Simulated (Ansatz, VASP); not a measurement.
## O (O2): VASP beside Ansatz

Aim: how closely do two programs agree when they are given the same cell, functional and k mesh? The structure shown is the end of the VASP relaxation below.

Program: Ansatz 0.2.0. Level of theory: plane waves, with VASP 6.6.1 beside it; single point at PBE. Results are calculated unless marked as measured.

## (1) Set-up

The cell holds 2 atoms: 2 O. Its edges and angles: a = 11.000 Å, b = 11.500 Å, c = 14.000 Å, α = 90.0°, β = 90.0°, γ = 90.0°. Vacuum lies along a, b and c.

As a file:

```cif
data_structure
_symmetry_space_group_name_H-M 'P 1'
_symmetry_Int_Tables_number 1
_cell_length_a 11.0000
_cell_length_b 11.5000
_cell_length_c 14.0000
_cell_angle_alpha 90.000
_cell_angle_beta 90.000
_cell_angle_gamma 90.000
_cell_volume 1771.00
loop_
_atom_site_label
_atom_site_type_symbol
_atom_site_fract_x
_atom_site_fract_y
_atom_site_fract_z
_atom_site_occupancy
O1 O 0.50000 0.50000 0.45592 1
O2 O 0.50000 0.50000 0.54408 1
```

## (2) VASP: relaxation, PBE

This run makes the geometry at which the two programs are then compared.

Lines of VASP's logs that name or quote its potential files are left out, and so is its time.

File INCAR:

```
SYSTEM = O
PREC = Normal
ENCUT = 400
EDIFF = 1E-05
NELM = 120
ISMEAR = 0
SIGMA = 0.01
LREAL = Auto
ALGO = Fast
GGA = PE
NBANDS = 13
ISPIN = 2
MAGMOM = 1 1
LORBIT = 11
LWAVE = .FALSE.
LCHARG = .FALSE.
NCORE = 4
IBRION = 2
NSW = 20
ISIF = 2
EDIFFG = -0.03
POTIM = 0.4
MAXMIX = 40
ISYM = 0
```

File POSCAR:

```
O
1.0
   11.0000000000      0.0000000000      0.0000000000
    0.0000000000     11.5000000000      0.0000000000
    0.0000000000      0.0000000000     14.0000000000
O
2
Direct
    0.5000000000      0.5000000000      0.4567857100
    0.5000000000      0.5000000000      0.5432142900
```

File KPOINTS:

```
Automatic mesh
0
Gamma
1 1 1
0 0 0
```

The projector-augmented-wave data sets are O (PBE family, release 64).

On the command line:

```console
$ mpirun -np 4 vasp_gam
```

Numbers of over 12 decimals in the logs are rounded to 6 here.

Output:

```text
[banner, memory and clock lines left out]
running    4 mpi-ranks, on    1 nodes
 distrk:  each k-point on    4 cores,    1 groups
 distr:  one band on    4 cores,    1 groups

 POSCAR found type information on POSCAR O
 POSCAR found :  1 types and       2 ions
|                                                                             |
|               ----> ADVICE to this user running VASP <----                  |
|                                                                             |
|     You have a (more or less) 'small supercell' and for smaller cells       |
|     it is recommended to use the reciprocal-space projection scheme!        |
|     The real-space optimization is not efficient for small cells and it     |
|     is also less accurate ...                                               |
|     Therefore, set LREAL=.FALSE. in the INCAR file.                         |
|                                                                             |

 LDA part: xc-table for (Slater+PW92), standard interpolation
 POSCAR, INCAR and KPOINTS ok, starting setup
 FFT: planning ... GRIDC
 FFT: planning ... GRID_SOFT
 FFT: planning ... GRID
 WAVECAR not read
 entering main loop
       N       E                     dE             d eps       ncg     rms          rms(c)
DAV:   1     0.137408471775E+03    0.13741E+03   -0.24176E+03    68   0.394E+02
DAV:   2     0.357061673099E+02   -0.10170E+03   -0.98431E+02    99   0.785E+01
DAV:   3    -0.612313484703E+01   -0.41829E+02   -0.41374E+02    80   0.804E+01
DAV:   4    -0.974656348182E+01   -0.36234E+01   -0.36229E+01    52   0.259E+01
DAV:   5    -0.979846142532E+01   -0.51898E-01   -0.51898E-01    88   0.301E+00    0.649E+00
RMM:   6    -0.947648802277E+01    0.32197E+00   -0.10810E+00    52   0.796E+00    0.309E+00
RMM:   7    -0.981791025783E+01   -0.34142E+00   -0.21004E-01    52   0.365E+00    0.156E+00
RMM:   8    -0.982326218950E+01   -0.53519E-02   -0.17657E-01    52   0.285E+00    0.411E-01
RMM:   9    -0.983618900232E+01   -0.12927E-01   -0.16816E-02    52   0.978E-01    0.243E-01
RMM:  10    -0.983833285467E+01   -0.21439E-02   -0.49691E-03    52   0.529E-01    0.819E-02
RMM:  11    -0.983850089668E+01   -0.16804E-03   -0.88366E-04    54   0.176E-01    0.308E-02
RMM:  12    -0.983867057502E+01   -0.16968E-03   -0.32882E-04    52   0.111E-01    0.238E-02
RMM:  13    -0.983881065198E+01   -0.14008E-03   -0.77039E-05    52   0.520E-02    0.858E-03
RMM:  14    -0.983885749607E+01   -0.46844E-04   -0.19157E-05    43   0.298E-02    0.533E-03
RMM:  15    -0.983898672633E+01   -0.12923E-03   -0.89833E-06    41   0.167E-02    0.312E-03
RMM:  16    -0.983905985572E+01   -0.73129E-04   -0.47039E-06    39   0.101E-02    0.238E-03
RMM:  17    -0.983912972639E+01   -0.69871E-04   -0.60529E-06    40   0.118E-02    0.219E-03
RMM:  18    -0.983917532464E+01   -0.45598E-04   -0.35991E-06    38   0.754E-03    0.120E-03
RMM:  19    -0.983918584509E+01   -0.10520E-04   -0.13049E-06    34   0.475E-03    0.760E-04
RMM:  20    -0.983919859995E+01   -0.12755E-04   -0.86341E-07    35   0.475E-03    0.462E-04
RMM:  21    -0.983921387338E+01   -0.15273E-04   -0.81762E-07    33   0.440E-03    0.508E-04
RMM:  22    -0.983922343124E+01   -0.95579E-05   -0.56227E-07    32   0.402E-03
   1 F= -.98392234E+01 E0= -.98392234E+01  d E =-.983922E+01  mag=     2.0000
[...]
2 F= -.94512475E+01 E0= -.94512475E+01  d E =0.387976E+00  mag=     2.0000
[...]
3 F= -.98615979E+01 E0= -.98615979E+01  d E =-.223745E-01  mag=     2.0000
 curvature:  -0.12 expect dE=-0.399E-04 dE for cont linesearch -0.399E-04
 ZBRENT: interpolating
 opt :   0.1653  next Energy=    -9.861625 (dE=-0.224E-01)
 bond charge predicted
       N       E                     dE             d eps       ncg     rms          rms(c)
DAV:   1    -0.986163394577E+01   -0.39656E-04   -0.21738E-03    67   0.354E-01    0.155E-02
RMM:   2    -0.986163647971E+01   -0.25339E-05   -0.38447E-05    45   0.448E-02
   4 F= -.98616365E+01 E0= -.98616365E+01  d E =-.224130E-01  mag=     2.0000
 curvature:  -0.08 expect dE=-0.622E-06 dE for cont linesearch -0.622E-06
 trial: gam= 0.00000 g(F)=  0.752E-05 g(S)=  0.000E+00 ort =-0.145E-02 (trialstep = 0.833E+00)
 search vector abs. value=  0.752E-05
 reached required accuracy - stopping structural energy minimisation
```

From OUTCAR (step 2):

```text
ion  position               nearest neighbor table
   1  0.500  0.500  0.457-   2 1.21
   2  0.500  0.500  0.543-   1 1.21

 Found      1 irreducible k-points:

   k-points           NKPTS =      1   k-points in BZ     NKDIM =      1   number of bands    NBANDS=     13

   dimension x,y,z NGX =    54 NGY =   56 NGZ =   70
   dimension x,y,z NGXF=   108 NGYF=  112 NGZF=  140

   ENCUT  =  400.0 eV  29.40 Ry    5.42 a.u.  17.94 18.75 22.83*2*pi/ulx,y,z

   NELECT =      12.0000    total number of electrons

 k-points in reciprocal lattice and weights: Automatic mesh
   0.00000000  0.00000000  0.00000000       1.000

 average (electrostatic) potential at core
       1 -83.8914       2 -83.8913

 E-fermi :  -6.8546

 spin component 1
 k-point     1 :       0.0000    0.0000    0.0000
  band No.  band energies     occupation
    ...
      3     -13.4197      1.00000
      4     -13.2688      1.00000
      5     -13.2672      1.00000
      6      -6.9574      1.00000
      7      -6.9556      1.00000
      8      -0.2972      0.00000
      9       0.3864      0.00000
     10       0.5573      0.00000
     11       0.8384      0.00000
     12       0.9253      0.00000
    ...

 spin component 2
 k-point     1 :       0.0000    0.0000    0.0000
  band No.  band energies     occupation
      1     -31.2926      1.00000
      2     -18.8619      1.00000
      3     -12.4922      1.00000
      4     -11.4244      1.00000
      5     -11.4235      1.00000
      6      -4.6824      0.00000
      7      -4.6814      0.00000
      8      -0.1882      0.00000
      9       0.5472      0.00000
     10       0.6140      0.00000
    ...

  Total       -1.5470428     -1.5099936     -1.1886237      0.0000024     -0.0000021     -0.0000000
  in kB       -1.3995691     -1.3660517     -1.0753168      0.0000021     -0.0000019     -0.0000000
  external PRESSURE =      -1.2803125 kB  Pullay stress =       0.0000000 kB

  energy-cutoff  :      400.00
  volume of cell :     1771.00
      direct lattice vectors                 reciprocal lattice vectors
    11.000000000  0.000000000  0.000000000     0.090909091  0.000000000  0.000000000
     0.000000000 11.500000000  0.000000000     0.000000000  0.086956522  0.000000000
     0.000000000  0.000000000 14.000000000     0.000000000  0.000000000  0.071428571

 POSITION                                       TOTAL-FORCE (eV/Angst)
 -----------------------------------------------------------------------------------
      5.50000      5.75000      6.38282         0.000001     -0.000000      0.009873
      5.50000      5.75000      7.61718        -0.000001      0.000000     -0.009873
 -----------------------------------------------------------------------------------
    total drift:                               -0.000012      0.000013      0.000154

  FREE ENERGIE OF THE ION-ELECTRON SYSTEM (eV)
  ---------------------------------------------------
  free  energy   TOTEN  =        -9.8616364797 eV

  energy  without entropy=       -9.8616364797  energy(sigma->0) =       -9.86163648

 reached required accuracy - stopping structural energy minimisation

 total charge
# of ion       s       p       d       tot
------------------------------------------
    1        1.638   3.286   0.000   4.924
    2        1.638   3.286   0.000   4.924
--------------------------------------------------
tot          3.277   6.572   0.000   9.848

 magnetization (x)
# of ion       s       p       d       tot
------------------------------------------
    1        0.010   0.805   0.000   0.815
    2        0.010   0.805   0.000   0.815
--------------------------------------------------
tot          0.020   1.609   0.000   1.629
```

## (3) Ansatz: single point, PBE

Ansatz runs on its default PAW (the set named soft_2) files.

The same cell, functional, mesh and smearing now go to Ansatz, which takes its cutoff from its data sets.

File input.yaml:

```yaml
crystal:
  lattice:
    - [11.0, 0.0, 0.0]
    - [0.0, 11.5, 0.0]
    - [0.0, 0.0, 14.0]
  atoms:
    - { symbol: O, position: [0.5, 0.5, 0.45591603], spin: 1.0 }
    - { symbol: O, position: [0.5, 0.5, 0.54408397], spin: 1.0 }
hamiltonian:
  xc: pbe
  pseudopotentials: { kind: paw }
magnetization:
  spin_polarized: true
kpoints:
  mp_grid: { grid: [1, 1, 1] }
scf:
  occupations: { method: gaussian, width: 0.01 }
  n_extra_bands: 7
output:
  forces: true
  eigenvalues: true
```

On the command line:

```console
$ ansatz run input.yaml --threads 8 --pin off --max-ram 18432MiB --backend cpu --events-out ev --progress --plain --runs-dir out
```

Output:

```text
scf.n_extra_bands = 7 over 6 filled bands (N_el = 12.0): the run solves 13 bands
Engine: ansatz 0.2.0, aarch64-unknown-linux-gnu
Pseudopotentials: kind: paw
Pseudopotential: O, paw, valence charge 6, recommended cutoff 420 eV (normal), O.paw.azcp
Functional definition: PBE
  parameter kappa = 0.804
  parameter beta = 0.066725
  exchange = pbe_x(kappa = kappa, mu = beta*pi^2/3)
  correlation = pbe_c(beta = beta)
Crystal: 2 atoms, lattice volume = 1771.000 Å³
Basis set: ecut = 420 eV, 34701 PW (Γ), exchange–correlation on 150×160×192 points (8 copies of the dense FFT grid, shifted against one another)
Bands: 13, of which v1, the nominal top of the filled ones, is band 6 counted from 1 (5 counted from 0)
Symmetry: 8 space group operations
Space group: Pmmm (ITA 47), of the structure as read, at distance tolerance 1.2e-4 Å
Magnetic group: BNS 47.249 (UNI 347), of the structure as read, at distance tolerance 1.2e-4 Å
k-points: 1
Non-local potential: O, projectors of the file, l = 0: 2, l = 1: 2, l = 2: 1
PAW form: soft (Blöchl's): semilocal exchange-correlation on the pseudo side does not see the compensation charge
PAW one-centre angular grid: O, 110 points (default); XC on 64 Gauss nodes
Initial density: superposition of atomic densities (neutral atoms: chi_scale 0, normalization atom)
Starting moments: Σ|m| = 2 μB on 2 of 2 sites
Initial wavefunctions: pseudopotential atomic-orbital guess
Functional: x = pbe(κ = 0.804, μ = 0.219515), c = pbe(β = 0.066725)
SCF iter   1: F=—  HF=-1129.776996 eV  |F-HF|=—  |Δ(HF+E_count)|=         —  Δρ=9.23e-3 (↑9.23e-3 ↓4.78e-3)  dr2=5.62e-1  dr2_m=5.21e-1  M=2.000 μB ∫|m|=2.018 μB  β_m=1.00  ethr=3.10e-3  ⟨swp⟩=8.5  Hψ=199  notcnv=0
preconditioner: auto → Resta (q_TF=auto, 1.187 Å⁻¹)  ε∞=1.0  [insulator: Δε(μ)=1.557 eV  Ē_g=11.314 eV  σ=0.010 eV  W_gap=1.00  n_scr=44 (ndim 8)  ℏωp=2.5 eV  f_vac=0.949  D(μ)=0.00/eV (n_scr^D=0)  ε∞_Penn≈1.0  vacuum switching on, ρ_ref=9.3e-3 e/Å³]
spin=Collinear: Resta preconditioning applied to the charge; magnetization (m = ρ↑ − ρ↓) channel mixes plain (no charge-response kernel on spin).
SCF iter   2: F=—  HF=-1129.853565 eV  |F-HF|=—  |Δ(HF+E_count)|=   7.66e-2  Δρ=3.41e-3 (↑3.41e-3 ↓2.41e-3)  dr2=1.73e-1  dr2_m=1.49e-2  M=2.000 μB ∫|m|=2.042 μB  β_m=1.00  ethr=3.10e-3  ⟨swp⟩=2.0  Hψ=51  notcnv=0
spin-set hold released at iteration 2 (site moments show no strong build): the magnetisation degrees of freedom join the quasi-Newton model from the next iteration; the mixer history was kept
SCF iter   3: F=—  HF=-1129.851210 eV  |F-HF|=—  |Δ(HF+E_count)|=   2.35e-3  Δρ=7.51e-4 (↑7.51e-4 ↓6.72e-4)  dr2=5.75e-3  dr2_m=4.73e-4  M=2.000 μB ∫|m|=2.048 μB  β_m=0.30  ethr=1.44e-3  ⟨swp⟩=2.0  Hψ=35  notcnv=0  defer=3
SCF iter   4: F=—  HF=-1129.893240 eV  |F-HF|=—  |Δ(HF+E_count)|=   4.20e-2  Δρ=4.07e-4 (↑3.72e-4 ↓4.07e-4)  dr2=2.68e-3  dr2_m=8.81e-5  M=2.000 μB ∫|m|=2.050 μB  β_m=0.62  ethr=4.79e-5  ⟨swp⟩=4.0  Hψ=69  notcnv=0  defer=5
SCF iter   5: F=—  HF=-1129.928552 eV  |F-HF|=—  |Δ(HF+E_count)|=   3.53e-2  Δρ=7.60e-5 (↑7.60e-5 ↓5.83e-5)  dr2=1.41e-4  dr2_m=1.73e-5  M=2.000 μB ∫|m|=2.050 μB  β_m=0.59  ethr=2.23e-5  ⟨swp⟩=3.0  Hψ=48  notcnv=0  defer=5
SCF iter   6: F=—  HF=-1129.928567 eV  |F-HF|=—  |Δ(HF+E_count)|=   1.55e-5  Δρ=2.97e-5 (↑2.97e-5 ↓2.30e-5)  dr2=5.88e-6  dr2_m=4.40e-6  M=2.000 μB ∫|m|=2.050 μB  β_m=0.72  ethr=1.18e-6  ⟨swp⟩=2.0  Hψ=40  notcnv=0  defer=5
SCF iter   7: F=—  HF=-1129.928469 eV  |F-HF|=—  |Δ(HF+E_count)|=   9.81e-5  Δρ=4.23e-6 (↑4.23e-6 ↓3.29e-6)  dr2=6.00e-8  dr2_m=1.67e-7  M=2.000 μB ∫|m|=2.050 μB  β_m=0.85  ethr=8.33e-10  ⟨swp⟩=12.5  Hψ=196  notcnv=0
iter 8 met the thresholds in force, and the SCF goes on: an eigenvalue changes by 0.12 meV, over its tolerance of 0.06 meV (output.eigenvalues, Limitations)
SCF iter   8: F=-1129.928469 eV  HF=-1129.928469 eV  |F-HF|=1.74e-9  |Δ(HF+E_count)|=   2.41e-7  Δρ=7.18e-7 (↑7.18e-7 ↓4.04e-7)  dr2=1.26e-9  dr2_m=4.94e-9  M=2.000 μB ∫|m|=2.050 μB  β_m=0.93  ethr=5.00e-10  ⟨swp⟩=8.0  Hψ=136  notcnv=0
SCF iter   9: F=-1129.928469 eV  HF=-1129.928469 eV  |F-HF|=3.41e-12  |Δ(HF+E_count)|=   2.63e-9  Δρ=2.29e-8 (↑2.27e-8 ↓2.29e-8)  dr2=3.17e-13  dr2_m=8.24e-12  M=2.000 μB ∫|m|=2.050 μB  ethr=1.05e-11  ⟨swp⟩=2.5  Hψ=93  notcnv=0
SCF 1 converged in 9 iterations: F = -1129.928469 eV  dr2 = 3.17e-13
  greatest PAW one-centre occupation: 0.885 electrons in one spin orbital (limit 2), on the O atom at site 1 (counted from 0), in its partial waves of l = 0
iteration 9: the least curvature of the free energy that was read at this close is 0.729 (0.874 in the run's own bands): not negative
SCF converged after 9 iterations
an eigenvalue changed by more than its tolerance at an iteration that met the thresholds in force, so the SCF went on 1 time: the last check found none over its tolerance
Magnetization: 2.0000 μB (7.0000 up, 5.0000 down)
Absolute magnetization: 2.0512 μB (∫|ρ↑−ρ↓|, with the PAW one-centre terms)
Spin contamination: 0.0047 ħ² per cell (⟨S²⟩ above its minimum at these occupations)
Per-site moments (μB) at R_I (Å): [(0.568161, 0.509170), (0.568161, 0.509170)]
Free energy (F): -1129.928469 eV
Harris-Foulkes:  -1129.928469 eV  (|F-HF|=3.41e-12)
Internal energy: -1129.928469 eV  (E = F + TS)
E sigma→0 (E₀):  -1129.928469 eV
Fermi energy:    -5.770583 eV
--- Per-component energies (eV) ---
  E_band       = -191.680433
  E_kinetic    = 340.199653
  E_local      = -2205.442899  (includes V_loc(G=0)·N_el)
  E_nonlocal   = 97.717467
  E_hartree    = 913.813953
  E_xc         = -142.958650
  E_vxc        = -181.959841  (∫ρ·V_xc dr)
  E_paw        = -314.628064  (= ΣΔE_a)
  E_vpaw       = -69.827372  (= ΣTr[D̂ρ^β])
  E_aug_tail   = 0.004667  (compensation charges beyond the density's cutoff)
  E_ewald      = 181.365404
  E_smearing   = -0.000000  (= −TS)
  E_closure    = -0.000000  (closes the sum)
  Σ components = -1129.928469   (vs F -1129.928469, Δ=0.00e0)
--- Forces (eV/Å), atoms counted from 1 ---
  atom   1  O      0.00000000     0.00000000     1.06425051
  atom   2  O      0.00000000     0.00000000    -1.06425051
  max |Σ_I F_I| component: 0.00e0 eV/Å
--- Band table (eV) ---
  k-point 0 ↑: bands = [... 2 lower, -13.3848, -13.2068, -13.2067, -6.9132, -6.9132, -0.2488, 0.4356, 0.5735, ... 3 higher]
  k-point 0 ↓: bands = [... 2 lower, -12.4591, -11.3529, -11.3528, -4.6280, -4.6280, -0.1511, 0.5886, 0.6289, ... 3 higher]
```

Wall time 5.6 s (8 threads of Arm Neoverse V2, shared host); peak memory 1.2 GiB; 33 s of CPU time.

Reading the cycles: dr2 is the Hartree energy of the density residual (eV), the measure of convergence; HF is the Harris–Foulkes estimate of the energy, which meets the free energy F at convergence.

## (4) Comparison

Known differences besides the potentials themselves: the cutoff is 420 eV in Ansatz and 400 eV in VASP (PREC = Normal, projectors in real space); VASP leaves aspherical gradient terms in its spheres out (LASPH is not set), Ansatz keeps them; site moments are counted in spheres of each program's own size. Total energies have different zeros and are not compared.

Compared:

```tsv
quantity	Ansatz	VASP	difference
gap on the k mesh (eV)	2.285	2.273	+0.012
total moment (μB)	2.00	2.00	0.00
moment on O1 (μB)	0.57	0.81	-0.25
moment on O2 (μB)	0.57	0.81	-0.25
```

At this near-relaxed geometry the largest component of a force difference is 1054 meV/Å.

## (5) Further runs

Further runs change the set-up of one program: Ansatz's method, potentials or start, or VASP's data sets, cutoff or form of LDA. The table gives Ansatz less VASP for each quantity, since a change that brings one quantity closer may part another.

```tsv
run	r.m.s. force difference (meV/Å)	gap on the k mesh (eV)	total moment (μB)
as above	609	0.012	0
Ansatz's larger PAW set (cutoff 900 eV)	632	0.032	0
norm-conserving potentials (cutoff 1240 eV)	544	0.091	0
```

## (6) Results

```yaml
r_m_s_force_difference_single_point_pbe: 609 meV/Å
```

In words: The r.m.s. force difference is 609 meV/Å (single point, PBE), beyond the 12 meV/Å picked in this series as the mark of a large difference. Single point, PBE, Ansatz's larger PAW set (cutoff 900 eV): the difference in gap on the k mesh goes from 0.012 to 0.032 eV. Single point, PBE, norm-conserving potentials (cutoff 1240 eV): the difference in gap on the k mesh goes from 0.012 to 0.091 eV. How closely two codes agree says nothing of how well the functional describes the real material.

[Lines on the potential files, build, host, timing and source positions are cut from VASP's logs without a mark.]

[Logs are printed without paths, hosts, clocks, repeated set-up lines and the standing remarks that a program may print on its own settings, such as how far it seeks lower states.]

[Hosts, paths, dates, database ids (printed as entryN), source tags and the programs' standing remarks are cut or masked in the printed files.]
